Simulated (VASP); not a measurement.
Data:

```yaml
crystal:
  lattice:
    - [-2.13509, 2.13509, 2.13509]
    - [2.13509, -2.13509, 2.13509]
    - [2.13509, 2.13509, -2.13509]
  atoms:
    - { symbol: Na, position: [0.00000, 0.00000, 0.00000] }
```

Calculation: revPBE GGA, VASP's PBE PAW potentials (set 64) (plane waves; VASP). Settings: 520 eV cut-off, Gaussian smearing of 0.050 eV, potentials Na_pv.

Q: Give the energies of bands 4 to 6 at the high-symmetry points, in eV from the Fermi level.

A: 
```tsv
band	Γ	H	N	P
4	-3.21	4.36	0.69	2.60
5	11.42	4.36	1.16	2.60
6	11.42	4.72	7.96	2.60
```

It has no gap at this level: it comes out as a metal or semimetal.

The compound is Na in the bcc structure. It was relaxed first.
